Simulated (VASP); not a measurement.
Input:

```
CELL_PARAMETERS angstrom
      0.00000     3.19500     3.19500
      3.19500     0.00000     3.19500
      3.19500     3.19500     0.00000
ATOMIC_POSITIONS crystal
  Ba 0.00000 0.00000 0.00000
  S  0.50000 0.50000 0.50000
```

Computed with PBE GGA, VASP's PBE PAW potentials (set 64) (plane waves; VASP 6.6.1). Numerical set-up: 400 eV cut-off, 2×2×2 Monkhorst-Pack mesh, Gaussian smearing of 0.050 eV, potentials Ba_sv S.

Question: What does the run give for the energy per atom (σ→0)?

Answer: 
| Quantity | Value |
|---|---|
| energy per atom (σ→0) | -5.151 eV/atom |

Total energies compare only between runs with the same potentials, cut-off and functional.

The compound is BaS in the rock salt structure. The cell was not relaxed at this level. The k-mesh is coarse (spacing up to 0.85 per Å, 2π included), so the numbers may not be converged in it. The run is one of a series of settings (KPOINTS 2×2×2 Monkhorst-Pack mesh against the base run), some of them coarse on purpose.
